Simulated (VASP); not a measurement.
# OSnBrH in VASP: a series of runs, part 2 of 2

VASP 6.6.1. The steps go on from the part before.

## Step 3: Relaxation of the atoms, PBE (atoms moved at random, drawn with an rms of 0.02 Å)

The input, INCAR:

```
PREC = Accurate ; ENCUT = 520
EDIFF = 1E-6 ; ISMEAR = 0
SIGMA = 0.01 ; LREAL = False
LASPH = True ; NELM = 60
ALGO = Fast ; ISIF = 2
LWAVE = False ; LCHARG = False
GGA = PE ; IBRION = 2
NSW = 60 ; EDIFFG = -0.005
```

The input, KPOINTS:

```
regular mesh
0
Gamma
  1 1 1
```

The input, POSCAR:

```
SnHBrO
1.0
   13.0000000000      0.0000000000      0.0000000000
    0.0000000000     11.0000000000      0.0000000000
    0.0000000000      0.0000000000     11.0000000000
O Sn Br H
1 1 1 1
Direct
    0.4334740000      0.5524920000      0.4395380000
    0.4426190000      0.4531120000      0.5887540000
    0.6349780000      0.4248510000      0.5732800000
    0.3662200000      0.5808320000      0.4198970000
```

Potentials or basis: VASP PAW PBE potentials, release 64 (O, Sn_d, Br, H).

Run with:

```console
cat potpaw_PBE.64/O/POTCAR potpaw_PBE.64/Sn_d/POTCAR potpaw_PBE.64/Br/POTCAR potpaw_PBE.64/H/POTCAR > POTCAR
mpirun -np 1 vasp_gam > vasp.out
```

OUTCAR:

```text
PREC = Accurate
   ENCUT = 520
   EDIFF = 1E-6
   ISMEAR = 0
   LREAL = False
   LASPH = True
   NELM = 60
   ISIF = 2
   GGA = PE
   IBRION = 2
   NSW = 60
   EDIFFG = -0.005

 ion  position               nearest neighbor table
   1  0.433  0.552  0.440-   4 0.95   2 1.98
   2  0.443  0.453  0.589-   1 1.98   3 2.53
   3  0.635  0.425  0.573-   2 2.53
   4  0.366  0.581  0.420-   1 0.95

  LATTYP: Found a simple tetragonal cell.
 ALAT       =    11.0000000000
 C/A-ratio  =     1.1818181818

  Lattice vectors:

 A1 = (   0.0000000000,  11.0000000000,   0.0000000000)
 A2 = (   0.0000000000,   0.0000000000,  11.0000000000)
 A3 = (  13.0000000000,   0.0000000000,   0.0000000000)

Analysis of symmetry for initial positions (statically):
=====================================================================
 Subroutine PRICEL returns:
 Original cell was already a primitive cell.

 Routine SETGRP: Setting up the symmetry group for a
 simple tetragonal supercell.

 Subroutine GETGRP returns: Found  1 space group operations
 (whereof  1 operations were pure point group operations)
 out of a pool of 16 trial point group operations.

The static configuration has the point symmetry C_1 .

Analysis of symmetry for dynamics (positions and initial velocities):
=====================================================================
 Subroutine PRICEL returns:
 Original cell was already a primitive cell.

 Routine SETGRP: Setting up the symmetry group for a
 simple tetragonal supercell.

 Subroutine GETGRP returns: Found  1 space group operations
 (whereof  1 operations were pure point group operations)
 out of a pool of 16 trial point group operations.

The dynamic configuration has the point symmetry C_1 .

 Subroutine INISYM returns: Found  1 space group operations
 (whereof  1 operations are pure point group operations),
 and found     1 'primitive' translations

----------------------------------------------------------------------------------------

                                     Primitive cell

  volume of cell :    1573.0000

  direct lattice vectors                    reciprocal lattice vectors
    13.000000000  0.000000000  0.000000000     0.076923077  0.000000000  0.000000000
     0.000000000 11.000000000  0.000000000     0.000000000  0.090909091  0.000000000
     0.000000000  0.000000000 11.000000000     0.000000000  0.000000000  0.090909091

  length of vectors
    13.000000000 11.000000000 11.000000000     0.076923077  0.090909091  0.090909091

  position of ions in fractional coordinates (direct lattice)
     0.433474000  0.552492000  0.439538000
     0.442619000  0.453112000  0.588754000
     0.634978000  0.424851000  0.573280000
     0.366220000  0.580832000  0.419897000

  ion indices of the primitive-cell ions
   primitive index   ion index
                 1           1
                 2           2
                 3           3
                 4           4

----------------------------------------------------------------------------------------

 KPOINTS: regular mesh

Automatic generation of k-mesh.
 Grid dimensions read from file:
 generate k-points for:    1    1    1

 Generating k-lattice:

  Cartesian coordinates                     Fractional coordinates (reciprocal lattice)
     0.076923077  0.000000000  0.000000000     1.000000000  0.000000000  0.000000000
     0.000000000  0.090909091  0.000000000     0.000000000  1.000000000  0.000000000
     0.000000000  0.000000000  0.090909091     0.000000000  0.000000000  1.000000000

  Length of vectors
     0.076923077  0.090909091  0.090909091

  Shift w.r.t. Gamma in fractional coordinates (k-lattice)
     0.000000000  0.000000000  0.000000000

 Subroutine IBZKPT returns following result:
 ===========================================

 Found      1 irreducible k-points:

 Following reciprocal coordinates:
            Coordinates               Weight
  0.000000  0.000000  0.000000      1.000000
   k-points           NKPTS =      1   k-points in BZ     NKDIM =      1   number of bands    NBANDS=     18
   number of dos      NEDOS =    301   number of ions     NIONS =      4
   total plane-waves  NPLWV = 691488
   dimension x,y,z NGX =    98 NGY =   84 NGZ =   84
   dimension x,y,z NGXF=   196 NGYF=  168 NGZF=  168
   ions per type =               1   1   1   1
   NGX,Y,Z   is equivalent  to a cutoff of  12.53, 12.70, 12.70 a.u.
   NGXF,Y,Z  is equivalent  to a cutoff of  25.06, 25.39, 25.39 a.u.
 SYSTEM =  unknown system
   PREC   = accura    normal or accurate (medium, high low for compatibility)
   ISTART =      0    job   : 0-new  1-cont  2-samecut
   ICHARG =      2    charge: 1-file 2-atom 10-const
   ISPIN  =      1    spin polarized calculation?
   LNONCOLLINEAR =      F non collinear calculations
   LSORBIT =      F    spin-orbit coupling
   LASPH  =      T    aspherical Exc in radial PAW
   ENCUT  =  520.0 eV  38.22 Ry    6.18 a.u.  24.17 20.45 20.45*2*pi/ulx,y,z
   NELM   =     60;   NELMIN=  2; NELMDL= -5     # of ELM steps
   EDIFF  = 0.1E-05   stopping-criterion for ELM
   LREAL  =      F    real-space projection
   EDIFFG = -.5E-02   stopping-criterion for IOM
   NSW    =     60    number of steps for IOM
   IBRION =      2    ionic relax: 0-MD 1-quasi-New 2-CG
   NFREE  =      1    steps in history (QN), initial steepest desc. (CG)
   ISIF   =      2    stress and relaxation
   ISYM   =      2    0-nonsym 1-usesym 2-fastsym
   POTIM  = 0.5000    time-step for ionic-motion
   TEBEG  =    0.0;   TEEND  =   0.0 temperature during run
   PSTRESS=    0.0 pullay stress
   NELECT =      28.0000    total number of electrons
   NUPDOWN=      -1.0000    fix difference up-down
   EMIN   =  10.00;   EMAX   =-10.00  energy-range for DOS
   EFERMI =   0.00;   METHOD = LEGACY
   ISMEAR =     0;   SIGMA  =   0.01  broadening in eV -4-tet -1-fermi 0-gaus
   EFERMI_NEDOS =   21; number of points for ismear=-14 and -15
   IALGO  =     68    algorithm
   IMIX   =      4    mixing-type and parameters
     AMIX     =   0.40;   BMIX     =  1.00
     AMIX_MAG =   1.60;   BMIX_MAG =  1.00
  volume/ion in A,a.u.               =     393.25      2653.78
  Fermi-wavevector in a.u.,A,eV,Ry     =   0.427449  0.807762  2.485960  0.182713
  Thomas-Fermi vector in A             =   1.394107
   LORBIT       =      0    0 simple, 1 ext, 2 COOP (PROOUT), +10 PAW based schemes
   GGA     = PE    functional components
   LHFCALC =     F    Hartree Fock is set to
   AEXX    =    0.0000 exact exchange contribution
   IVDW    =     0    specifies the selected vdW correction
   LEPSILON=     F    determine dielectric tensor
   LRPA    =     F    only Hartree local field effects (RPA)
 conjugate gradient relaxation of ions
 non-spin polarized calculation
 RMM-DIIS sequential band-by-band and
 Gauss-broadening in eV      SIGMA  =   0.01
  energy-cutoff  :      520.00
  volume of cell :     1573.00
 maximum number of plane-waves:     21209
 NGX is ok and might be reduce to    98
   NGX = 49   NGY = 41   NGZ = 41

--------------------------------------- Ionic step        1  -------------------------------------------

 number of electron      27.9999995 magnetization

 Free energy of the ion-electron system (eV)
  ---------------------------------------------------
  ext. energy  EPLUGINS =         0.00000000
  ---------------------------------------------------
  free energy    TOTEN  =       -16.61218436 eV

  energy without entropy =      -16.61218436  energy(sigma->0) =      -16.61218436

------------------------ aborting loop because EDIFF is reached ----------------------------------------

  FORCE on cell =-STRESS in cart. coord.  units (eV):
  Direction    XX          YY          ZZ          XY          YZ          ZX
  --------------------------------------------------------------------------------------
  -------------------------------------------------------------------------------------
  Total        1.2541877      0.4904236      0.9113386     -0.4466356     -0.6867781      0.2951438
  in kB        1.2774514      0.4995204      0.9282429     -0.4549202     -0.6995170      0.3006184
  external PRESSURE =       0.9017382 kB  Pullay stress =       0.0000000 kB
[... 95 lines left out ...]
  FREE ENERGIE OF THE ION-ELECTRON SYSTEM (eV)
  ---------------------------------------------------
  free  energy   TOTEN  =       -16.6293979250 eV

  energy  without entropy=      -16.6293979250  energy(sigma->0) =      -16.62939793

[... ionic steps 4 to 39 ...]

--------------------------------------- Ionic step       40  -------------------------------------------

 number of electron      27.9999994 magnetization

------------------------ aborting loop because EDIFF is reached ----------------------------------------
[... 71 lines left out ...]
--------------------------------------- Ionic step       42  -------------------------------------------

 number of electron      27.9999994 magnetization

 Free energy of the ion-electron system (eV)
  ---------------------------------------------------
  ext. energy  EPLUGINS =         0.00000000
  ---------------------------------------------------
  free energy    TOTEN  =       -16.63783537 eV

  energy without entropy =      -16.63783537  energy(sigma->0) =      -16.63783537

 E-fermi :  -6.0097     XC(G=0):  -0.9804

 val. band max:       -6.0742573440   @ k =   0.0000   0.0000   0.0000
 cond. band min:      -2.9802161229   @ k =   0.0000   0.0000   0.0000
 fundamental gap:      3.0940412211
 Fermi energy:        -6.0097357439

 k-point     1 :       0.0000    0.0000    0.0000
  band No.  band energies     occupation
      1     -26.2507      2.00000
      2     -26.0741      2.00000
      3     -26.0617      2.00000
      4     -25.9696      2.00000
      5     -25.8285      2.00000
      6     -23.4655      2.00000
[... 10 lines left out ...]
     17      -0.8373      0.00000
[... 30 lines left out ...]
  FREE ENERGIE OF THE ION-ELECTRON SYSTEM (eV)
  ---------------------------------------------------
  free  energy   TOTEN  =       -16.6378353671 eV

  energy  without entropy=      -16.6378353671  energy(sigma->0) =      -16.63783537

 reached required accuracy - stopping structural energy minimisation
```

OSZICAR:

```text
N       E                     dE             d eps       ncg     rms          rms(c)
DAV:   1     0.238135746704E+03    0.23814E+03   -0.93033E+03    44   0.968E+02
DAV:   2     0.451576901751E+02   -0.19298E+03   -0.19039E+03    70   0.212E+02
DAV:   3    -0.151701150200E+02   -0.60328E+02   -0.60282E+02    46   0.106E+02
[... 305 lines left out ...]
DAV:   1    -0.166378347606E+02   -0.17911E-05   -0.30812E-04    38   0.139E-01    0.466E-03
RMM:   2    -0.166378352741E+02   -0.51346E-06   -0.97723E-06    36   0.272E-02
  41 F= -.16637835E+02 E0= -.16637835E+02  d E =-.200740E-05
       N       E                     dE             d eps       ncg     rms          rms(c)
DAV:   1    -0.166378353257E+02   -0.56511E-06   -0.95169E-06    36   0.261E-02    0.210E-03
RMM:   2    -0.166378353671E+02   -0.41429E-07   -0.32616E-07    19   0.490E-03
  42 F= -.16637835E+02 E0= -.16637835E+02  d E =-.210049E-05
```

It took 31 min on 1 thread of Intel Xeon Platinum 8559C (Emerald Rapids), shared host; peak memory 1.3 GiB.

What came out:

```
Free energy                     : -16.6378 eV
Energy gained by relaxing       : 6.4 meV/atom
Ionic steps                     : 42
Largest force after relaxing    : 0.004 eV/Å
Gap between the frontier levels : 3.09 eV
```

Forces on the atoms (eV/Å):
```
O    0.002  0.000  0.000
Sn   0.000  0.001  0.002
Br   0.002  0.000 -0.003
H   -0.004 -0.001  0.001
```

Step by step:
| step | energy change (eV) | largest force (eV/Å) | pressure (GPa) |
| --- | --- | --- | --- |
| 1 | 0.0000 | 1.1039 | 0.09 |
| 3 | -0.0172 | 0.5979 | 0.03 |
| 5 | -0.0239 | 0.0717 | 0.00 |
| 7 | -0.0242 | 0.1504 | 0.00 |
| 9 | -0.0245 | 0.1014 | 0.00 |
| 11 | -0.0248 | 0.0761 | 0.00 |
| 13 | -0.0252 | 0.0566 | -0.01 |
| 15 | -0.0253 | 0.0466 | -0.01 |
| 17 | -0.0254 | 0.0186 | 0.00 |
| 19 | -0.0254 | 0.0244 | 0.00 |
| 21 | -0.0254 | 0.0297 | -0.01 |
| 23 | -0.0255 | 0.0312 | 0.00 |
| 25 | -0.0256 | 0.0267 | 0.00 |
| 27 | -0.0256 | 0.0306 | -0.01 |
| 29 | -0.0256 | 0.0119 | -0.01 |
| 31 | -0.0256 | 0.0110 | -0.01 |
| 33 | -0.0256 | 0.0079 | -0.01 |
| 35 | -0.0256 | 0.0088 | -0.01 |
| 37 | -0.0256 | 0.0072 | -0.01 |
| 39 | -0.0256 | 0.0086 | -0.01 |
| 41 | -0.0257 | 0.0061 | -0.01 |
| 42 | -0.0257 | 0.0043 | -0.01 |

Final structure:
```
O Sn Br H
1.0
    13.00000    0.00000    0.00000
     0.00000   11.00000    0.00000
     0.00000    0.00000   11.00000
O Sn Br H
1 1 1 1
Direct
  0.43339 0.55445 0.43779
  0.44341 0.45275 0.58955
  0.63694 0.42316 0.57470
  0.36355 0.58092 0.41944
```

Caveat: spin-orbit coupling is left out, which moves the levels of the heavy elements.
